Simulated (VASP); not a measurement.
A run of VASP 6.6.1:

File POSCAR:

```
Zn
1.0
    0.0000000000      1.9259435703      1.9259435703
    1.9259435703      0.0000000000      1.9259435703
    1.9259435703      1.9259435703      0.0000000000
Zn
1
Direct
    0.0000000000      0.0000000000      0.0000000000
```

File INCAR.step1:

```
PREC = Accurate
ENCUT = 520
ISMEAR = 0
SIGMA = 0.1
LREAL = False
LASPH = True
NELM = 100
NBANDS = 12
GGA = PE
ALGO = Normal
EDIFF = 1E-4
LWAVE = True
LCHARG = False
```

Contents of INCAR.step2:

```
PREC = Accurate
ENCUT = 520
EDIFF = 1E-6
ISMEAR = 0
SIGMA = 0.1
LREAL = False
LASPH = True
NELM = 100
ALGO = Normal
ISIF = 2
LWAVE = False
LCHARG = False
METAGGA = R2SCAN
LMIXTAU = True
NBANDS = 12
ISTART = 1
```

File KPOINTS:

```
Automatic mesh
0
Gamma
  18 18 18
```

Potentials or basis: VASP PAW PBE potentials, release 64 (Zn).

The run is started by

```console
$ cat potpaw_PBE.64/Zn/POTCAR > POTCAR
$ cp INCAR.step1 INCAR
$ mpirun -np 1 vasp_std > vasp.out
$ cp INCAR.step2 INCAR
$ mpirun -np 1 vasp_std > vasp.out
```

Hardware: 1 thread of Intel(R) Xeon(R) Platinum 8259CL CPU @ 2.50GHz (Skylake/Cascade Lake) (shared host).

Task: Estimate the wall time of this run.

Result: Run time: 110 s on 1 thread of Intel(R) Xeon(R) Platinum 8259CL CPU @ 2.50GHz (Skylake/Cascade Lake), on a shared host, peak memory 0.15 GiB. Counts: scf iterations 9, k points 195.
